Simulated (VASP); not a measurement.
# GW on GaN, part 2 of 3

How does the gap of GaN change from the starting functional to GW? The cell is of the zinc-blende type, one of the forms listed for this formula. The start is a computed cell from the Materials Project.

VASP 6.6.1, plane waves and PAW; the level of theory is named at each step.

Still holding for the runs below: LASPH is switched on together with spin-orbit coupling, so the change from the scalar run holds both.

So far. Step 2 (Ground state): The cell has a gap of 1.72 eV on mesh and path and a pressure of +3.5 GPa, which holds the misfit of the given cell and coordinates with this functional, and any error of cutoff, mesh and data sets.

## Step 3: Empty bands, SOC yes, program vasp ncl

Level of this step: PBE, spin-orbit coupling; plane waves and PAW (Ga_d_GW, N_GW) (VASP).

The next step needs empty bands that the ground-state run didn't converge, so the Hamiltonian is diagonalised exactly for NBANDS bands, in a single step. LOPTICS writes the k-derivatives of the orbitals (WAVEDER), which give the long-wavelength limit of the screening.

Contents of INCAR:

```
SYSTEM = GaN
PREC = Accurate
ENCUT = 450
ISMEAR = 0
SIGMA = 0.01
LREAL = .FALSE.
GGA = PE
LNONCOLLINEAR = .TRUE.
MAGMOM = 0 0 0 0 0 0
NBANDS = 144
GGA_COMPAT = .FALSE.
LASPH = .TRUE.
LSORBIT = .TRUE.
ALGO = Exact
NELM = 1
LWAVE = .TRUE.
LCHARG = .FALSE.
LOPTICS = .TRUE.
NEDOS = 1000
CSHIFT = 0.1
```

Contents of POSCAR:

```
GaN
1.0
    0.0000000000      2.2535006075      2.2535006075
    2.2535006075      0.0000000000      2.2535006075
    2.2535006075      2.2535006075      0.0000000000
Ga N
1 1
Direct
    0.0000000000      0.0000000000      0.0000000000
    0.7500000000      0.7500000000      0.7500000000
```

Contents of KPOINTS:

```
Automatic mesh
0
Gamma
6 6 6
0 0 0
```

The projector-augmented-wave data sets are Ga_d_GW and N_GW (PBE family, release 64).

Launch:

```sh
> mpirun -np 8 vasp_ncl
```

The program printed:

```text
[banner, memory and clock lines left out]
running    8 mpi-ranks, on    1 nodes
 distrk:  each k-point on    8 cores,    1 groups
 distr:  one band on    1 cores,    8 groups

 POSCAR found type information on POSCAR GaN
 POSCAR found :  2 types and       2 ions
 [... a notice as in an earlier step ...]

 LDA part: xc-table for (Slater+PW92), standard interpolation
 found WAVECAR, reading the header
  number of bands has changed, file:    30 present:   144
  trying to continue reading WAVECAR, but it might fail
 POSCAR, INCAR and KPOINTS ok, starting setup
 FFT: planning ... GRIDC
 FFT: planning ... GRID_SOFT
 FFT: planning ... GRID
 reading WAVECAR
 random initialization beyond band           30
 the WAVECAR file was read successfully
 initial charge from wavefunction
 entering main loop
       N       E                     dE             d eps       ncg     rms          rms(c)
DIA:   1    -0.121368414495E+02   -0.12137E+02    0.00000E+00     0   0.000E+00
   1 F= -.12136841E+02 E0= -.12136841E+02  d E =-.259726E-29  mag=     0.0000     0.0000    -0.0000
 writing wavefunctions
 optical routines
 imaginary and real dielectric function
 recalculating local potential from charge density
 direction            1
 direction            2
 direction            3
```

It took 22 s on 8 MPI ranks of Intel Xeon Platinum 8488C (Sapphire Rapids), shared host; peak memory 1.6 GiB; 2.8 min of CPU time.

Parts of OUTCAR (step 3):

```text
The static configuration has the point symmetry T_d .

 Found     22 irreducible k-points:

   k-points           NKPTS =     22   k-points in BZ     NKDIM =     22   number of bands    NBANDS=    144

   NELECT =      18.0000    total number of electrons

 E-fermi :   5.1782

 k-point     1 :       0.0000    0.0000    0.0000
  band No.  band energies     occupation
    ...
     14       5.0908      1.00000
     15       5.1019      1.00000
     16       5.1019      1.00000
     17       5.1019      1.00000
     18       5.1019      1.00000
     19       6.8226      0.00000
     20       6.8226      0.00000
     21      15.1723      0.00000
     22      15.1723      0.00000
     23      15.5064      0.00000
    ...

 k-point     2 :       0.1667    0.0000    0.0000
  band No.  band energies     occupation
    ...
     14       2.8153      1.00000
     15       4.8216      1.00000
     16       4.8216      1.00000
     17       4.8293      1.00000
     18       4.8392      1.00000
     19       8.4333      0.00000
     20       8.4333      0.00000
     21      14.3477      0.00000
     22      14.3477      0.00000
     23      15.6544      0.00000
    ...

  Total        0.4959062      0.4959062      0.4959062     -0.0000000     -0.0000000      0.0000000
  in kB       34.7141922     34.7141922     34.7141922     -0.0000000     -0.0000000      0.0000000
  external PRESSURE =      34.7141922 kB  Pullay stress =       0.0000000 kB

 POSITION                                       TOTAL-FORCE (eV/Angst)
 -----------------------------------------------------------------------------------
      0.00000      0.00000      0.00000         0.000000     -0.000000     -0.000000
      3.38025      3.38025      3.38025        -0.000000      0.000000      0.000000
 -----------------------------------------------------------------------------------
    total drift:                               -0.000002     -0.000002     -0.000002

  FREE ENERGIE OF THE ION-ELECTRON SYSTEM (eV)
  ---------------------------------------------------
  free  energy   TOTEN  =       -12.1368414495 eV

  energy  without entropy=      -12.1368414495  energy(sigma->0) =      -12.13684145

 plasma frequency squared (from intraband transitions) (eV^2)
  --------------------------------------------------------------------------------------
       0.000       0.000       0.000
       0.000       0.000      -0.000
       0.000      -0.000       0.000

 Spin-Orbit-Coupling matrix elements
 Ion:    1  E_soc:     -0.0153624
 Ion:    2  E_soc:     -0.0001057

[... 7 parts as in an earlier step ...]

[... 5 further parts left out ...]
```

The gap is read on the k-mesh alone, so it is an upper bound where the band edges lie off the mesh.

A gap read on the k-mesh alone can miss the band edges.

Numbers from this step:

```yaml
gap_on_the_k_mesh: 1.721 eV
least_direct_gap_on_the_k_mesh: 1.721 eV
```

WAVECAR now holds 144 bands for 18 electrons. Its independent-particle dielectric tensor has xx, yy, zz = 7.0, 7.0, 7.0 on this mesh, which isn't tested for convergence in mesh or bands and lacks local fields.

## Step 4: G0W0, SOC yes, bands in the sums 144

This step: G0W0 on PBE, spin-orbit coupling; plane waves and PAW (Ga_d_GW, N_GW) (VASP 6.6.1).

One pass of GW corrects the levels to first order, with G and W from the starting orbitals.

INCAR: that of step 3 with these lines changed.

```diff
@@ -13,8 +13,9 @@
 LSORBIT = .TRUE.
-ALGO = Exact
-NELM = 1
-LWAVE = .TRUE.
+ALGO = EVGW0
+NELMGW = 1
+ENCUTGW = 120
+NOMEGA = 48
+PRECFOCK = Fast
+NBANDSGW = 40
+LWAVE = .FALSE.
 LCHARG = .FALSE.
-LOPTICS = .TRUE.
-NEDOS = 1000
-CSHIFT = 0.1
```

POSCAR is that of step 3.

KPOINTS is that of step 3.

Launch:

```sh
> mpirun -np 8 vasp_ncl
```

The program printed:

```text
[banner, memory and clock lines left out]
running    8 mpi-ranks, on    1 nodes
 distrk:  each k-point on    8 cores,    1 groups
 distr:  one band on    1 cores,    8 groups

 POSCAR found type information on POSCAR GaN
 POSCAR found :  2 types and       2 ions
 [... a notice as in an earlier step ...]

|                                                                             |
|           W    W    AA    RRRRR   N    N  II  N    N   GGGG   !!!           |
|           W    W   A  A   R    R  NN   N  II  NN   N  G    G  !!!           |
|           W    W  A    A  R    R  N N  N  II  N N  N  G       !!!           |
|           W WW W  AAAAAA  RRRRR   N  N N  II  N  N N  G  GGG   !            |
|           WW  WW  A    A  R   R   N   NN  II  N   NN  G    G                |
|           W    W  A    A  R    R  N    N  II  N    N   GGGG   !!!           |
|                                                                             |
|     The default for ENCUTGWSOFT is different in this version of VASP.       |
|     please manually set ENCUTGWSOFT =120 in the INCAR file.                 |
|                                                                             |

 LDA part: xc-table for (Slater+PW92), standard interpolation
 found WAVECAR, reading the header
 POSCAR, INCAR and KPOINTS ok, starting setup
 FFT: planning ... GRIDC
 FFT: planning ... GRID_SOFT
 FFT: planning ... GRID
 reading WAVECAR
 the WAVECAR file was read successfully
 initial charge from wavefunction
 available memory per node:     30.37 GB, setting MAXMEM to     31102

 The Fermi energy was updated, please check that it is located mid-gap
 values below the HOMO (VB) or above the LUMO (CB) will cause erroneous energies
 E-fermi :   5.9622

 calculate exact exchange contribution
 the WAVEDER file was read successfully
energies w=
    0.000    0.000    0.755    0.000    1.507    0.000    2.252    0.000
    2.990    0.000    3.717    0.000    4.431    0.000    5.133    0.000
    5.823    0.000    6.499    0.000    7.163    0.000    7.816    0.000
    8.460    0.000    9.097    0.000    9.728    0.000   10.355    0.000
   10.981    0.000   11.608    0.000   12.239    0.000   12.878    0.000
   13.527    0.000   14.189    0.000   14.869    0.000   15.571    0.000
   16.300    0.000   17.061    0.000   17.861    0.000   18.707    0.000
   19.609    0.000   20.577    0.000   21.624    0.000   22.766    0.000
   24.022    0.000   25.417    0.000   26.984    0.000   28.761    0.000
   30.804    0.000   33.185    0.000   36.003    0.000   39.401    0.000
   43.585    0.000   48.869    0.000   55.757    0.000   65.107    0.000
   78.506    0.000   99.264    0.000  135.609    0.000  215.247    0.000
 responsefunction array rank=      80
 LDA part: xc-table for (Slater+PW92), standard interpolation

 min. memory requirement per mpi rank    273.5 MB, per node   2188.1 MB

 allocating   6 responsefunctions rank=    80
 shmem allocating  48 responsefunctions rank=    80
 response function shared by NCSHMEM nodes    1
 Doing            6  frequencies on each core in blocks of           48
NQ=   1    0.0000    0.0000    0.0000,
|.........|.........|.........|.........|.........|.........|.........|.........
 performed       1233000 updates of chi_q(r,r)
 total number of BLAS operations         41.68 Gflops
NQ=   2    0.1667    0.0000    0.0000,
|.........|.........|.........|.........|.........|.........|.........|.........
 performed       3180000 updates of chi_q(r,r)
 total number of BLAS operations        101.57 Gflops
NQ=   3   -0.1667    0.0000    0.0000,
|.........|.........|.........|.........|.........|.........|.........|.........
 performed       5127000 updates of chi_q(r,r)
 total number of BLAS operations        161.46 Gflops
NQ=   4    0.3333    0.0000    0.0000,
|.........|.........|.........|.........|.........|.........|.........|.........
 performed       7074000 updates of chi_q(r,r)
 total number of BLAS operations        231.40 Gflops
NQ=   5   -0.3333    0.0000    0.0000,
|.........|.........|.........|.........|.........|.........|.........|.........
 performed       9021000 updates of chi_q(r,r)
 total number of BLAS operations        301.33 Gflops
NQ=   6    0.5000    0.0000    0.0000,
|.........|.........|.........|.........|.........|.........|.........|.........
 performed      10968000 updates of chi_q(r,r)
 total number of BLAS operations        377.67 Gflops
NQ=   7    0.1667    0.1667    0.0000,
|.........|.........|.........|.........|.........|.........|.........|.........
 performed      13238000 updates of chi_q(r,r)
 total number of BLAS operations        452.06 Gflops
NQ=   8    0.3333    0.1667    0.0000,
|.........|.........|.........|.........|.........|.........|.........|.........
 performed      16176000 updates of chi_q(r,r)
 total number of BLAS operations        560.75 Gflops
NQ=   9   -0.3333   -0.1667    0.0000,
|.........|.........|.........|.........|.........|.........|.........|.........
 performed      19114000 updates of chi_q(r,r)
 total number of BLAS operations        669.44 Gflops
NQ=  10    0.5000    0.1667    0.0000,
|.........|.........|.........|.........|.........|.........|.........|.........
 performed      22052000 updates of chi_q(r,r)
 total number of BLAS operations        781.34 Gflops
NQ=  11    0.5000   -0.1667    0.0000,
|.........|.........|.........|.........|.........|.........|.........|.........
 performed      24990000 updates of chi_q(r,r)
 total number of BLAS operations        893.25 Gflops
NQ=  12   -0.3333    0.1667    0.0000,
|.........|.........|.........|.........|.........|.........|.........|.........
 performed      27928000 updates of chi_q(r,r)
 total number of BLAS operations       1005.16 Gflops
NQ=  13    0.3333   -0.1667    0.0000,
|.........|.........|.........|.........|.........|.........|.........|.........
 performed      30866000 updates of chi_q(r,r)
 total number of BLAS operations       1117.07 Gflops
NQ=  14   -0.1667    0.1667    0.0000,
|.........|.........|.........|.........|.........|.........|.........|.........
 performed      33804000 updates of chi_q(r,r)
 total number of BLAS operations       1210.37 Gflops
NQ=  15    0.3333    0.3333    0.0000,
|.........|.........|.........|.........|.........|.........|.........|.........
 performed      36074000 updates of chi_q(r,r)
 total number of BLAS operations       1304.51 Gflops
NQ=  16    0.5000    0.3333    0.0000,
|.........|.........|.........|.........|.........|.........|.........|.........
 performed      39012000 updates of chi_q(r,r)
 total number of BLAS operations       1429.77 Gflops
NQ=  17    0.5000   -0.3333    0.0000,
|.........|.........|.........|.........|.........|.........|.........|.........
 performed      41950000 updates of chi_q(r,r)
 total number of BLAS operations       1555.03 Gflops
NQ=  18   -0.3333    0.3333    0.0000,
|.........|.........|.........|.........|.........|.........|.........|.........
 performed      44888000 updates of chi_q(r,r)
 total number of BLAS operations       1660.54 Gflops
NQ=  19    0.5000    0.5000    0.0000,
|.........|.........|.........|.........|.........|.........|.........|.........
 performed      46605000 updates of chi_q(r,r)
 total number of BLAS operations       1716.81 Gflops
NQ=  20    0.5000    0.3333    0.1667,
|.........|.........|.........|.........|.........|.........|.........|.........
 performed      50073000 updates of chi_q(r,r)
 total number of BLAS operations       1834.03 Gflops
NQ=  21   -0.3333    0.3333    0.1667,
|.........|.........|.........|.........|.........|.........|.........|.........
 performed      53541000 updates of chi_q(r,r)
 total number of BLAS operations       1954.89 Gflops
NQ=  22   -0.3333    0.5000    0.1667,
|.........|.........|.........|.........|.........|.........|.........|.........
 performed      56490000 updates of chi_q(r,r)
 total number of BLAS operations       2077.22 Gflops
 resolving degeneracies of screened two electron integrals

 calculate QP shifts <psi_nk| G(iteration)W_0 |psi_nk>: iteration 1
 entering main loop
```

Elapsed: 11 min, on 8 MPI ranks; peak memory 2.3 GiB; 1.5 h of CPU time.

From OUTCAR (step 4):

```text
The static configuration has the point symmetry T_d .

 Found     22 irreducible k-points:

   k-points           NKPTS =     22   k-points in BZ     NKDIM =    216   number of bands    NBANDS=    144

   NELECT =      18.0000    total number of electrons

 E-fermi :   5.9622

 QP shifts <psi_nk| G(iteration)W_0 |psi_nk>: iteration 1
 for sc-GW calculations column KS-energies equals QP-energies in previous step
 and V_xc(KS)=  KS-energies - (<T + V_ion + V_H > + <T+V_H+V_ion>^1  + <V_x>^1)
 k-point   1 :       0.0000    0.0000    0.0000
  band No.  KS-energies  QP-energies   sigma(KS)   V_xc(KS)     V^pw_x(r,r')   Z            occupation Imag(sigma)
    ...
     15       5.1019       4.6684     -18.2896     -17.7240     -21.3190       0.7664       1.0000       0.0909
     16       5.1019       4.6684     -18.2896     -17.7240     -21.3190       0.7664       1.0000       0.0909
     17       5.1019       4.6684     -18.2896     -17.7240     -21.3190       0.7664       1.0000       0.0909
     18       5.1019       4.6684     -18.2896     -17.7240     -21.3190       0.7664       1.0000       0.0909
     19       6.8226       7.5070     -12.5002     -13.3551      -9.0893       0.8005       0.0000      -0.0688
     20       6.8226       7.5070     -12.5002     -13.3551      -9.0893       0.8005       0.0000      -0.0688
     21      15.1723      15.9784     -10.4641     -11.4780      -5.4064       0.7950       0.0000      -0.1378
     22      15.1723      15.9784     -10.4641     -11.4780      -5.4064       0.7950       0.0000      -0.1378
    ...

 k-point   2 :       0.1667    0.0000    0.0000
  band No.  KS-energies  QP-energies   sigma(KS)   V_xc(KS)     V^pw_x(r,r')   Z            occupation Imag(sigma)
    ...
     15       4.8216       4.3501     -18.0784     -17.4614     -21.1763       0.7640       1.0000       0.0940
     16       4.8216       4.3501     -18.0784     -17.4614     -21.1763       0.7640       1.0000       0.0940
     17       4.8293       4.3628     -18.0562     -17.4458     -21.1291       0.7642       1.0000       0.0937
     18       4.8392       4.3716     -18.0688     -17.4571     -21.1430       0.7645       1.0000       0.0936
     19       8.4333       9.2214     -13.1916     -14.1903      -9.6504       0.7892       0.0000      -0.0742
     20       8.4333       9.2214     -13.1916     -14.1903      -9.6504       0.7892       0.0000      -0.0742
     21      14.3477      15.1959     -10.9540     -12.0275      -5.9651       0.7901       0.0000      -0.1372
     22      14.3477      15.1959     -10.9540     -12.0275      -5.9651       0.7901       0.0000      -0.1372
    ...

 k-point   3 :      -0.1667    0.0000    0.0000
  band No.  KS-energies  QP-energies   sigma(KS)   V_xc(KS)     V^pw_x(r,r')   Z            occupation Imag(sigma)
    ...
     15       4.8216       4.3503     -18.0784     -17.4614     -21.1763       0.7638       1.0000       0.0940
     16       4.8216       4.3503     -18.0784     -17.4614     -21.1763       0.7638       1.0000       0.0940
     17       4.8293       4.3626     -18.0562     -17.4458     -21.1291       0.7644       1.0000       0.0937
     18       4.8392       4.3715     -18.0688     -17.4571     -21.1430       0.7647       1.0000       0.0936
     19       8.4333       9.2218     -13.1916     -14.1903      -9.6504       0.7896       0.0000      -0.0742
     20       8.4333       9.2218     -13.1916     -14.1903      -9.6504       0.7896       0.0000      -0.0742
     21      14.3477      15.1958     -10.9540     -12.0275      -5.9651       0.7900       0.0000      -0.1372
     22      14.3477      15.1958     -10.9540     -12.0275      -5.9651       0.7900       0.0000      -0.1372
    ...

[... 8 parts as in an earlier step ...]

[... 5 further parts left out ...]
```

This step gave:

| Property | Result |
| --- | --- |
| quasiparticle gap on the mesh | 2.839 eV |
| smallest direct quasiparticle gap on the mesh | 2.839 eV |
| gap of the starting orbitals on the mesh | 1.721 eV |

GW takes the gap from 1.721 to 2.839 eV. The value holds for 144 bands, ENCUTGW = 120 eV and this mesh, and isn't shown to be converged in them.

(Continued in part 3 of 3.)

[Lines on the potential files, build, host, timing and source positions are cut from VASP's logs without a mark.]

[Logs are printed without paths, hosts, clocks, repeated set-up lines and the standing remarks that a program may print on its own settings, such as how far it seeks lower states.]

[Hosts, paths, dates, database ids (printed as entryN), source tags and the programs' standing remarks are cut or masked in the printed files.]

[Pressures printed for these runs are not shown converged in the cutoff: they can be off by several GPa and have the wrong sign.]
